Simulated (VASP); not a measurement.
```yaml
crystal:
  lattice:
    - [0.00000, 2.95889, 2.95889]
    - [2.95889, 0.00000, 2.95889]
    - [2.95889, 2.95889, 0.00000]
  atoms:
    - { symbol: Sr, position: [0.00000, 0.00000, 0.00000] }
```

Computed with optB86b-vdW, VASP's PBE PAW potentials (set 64) (plane waves; VASP). Settings: 520 eV cut-off, 9×9×9 Γ-centred mesh, tetrahedra with Blöchl corrections, potentials Sr_sv.

Estimate the energy per atom (σ→0).

```
Property                       Value
---------------------  -------------
energy per atom (σ→0)  0.606 eV/atom
```

Only differences to runs with the same potentials and settings are physical.

The compound is Sr in the fcc structure. It was relaxed first, which changed the volume by -8 %.
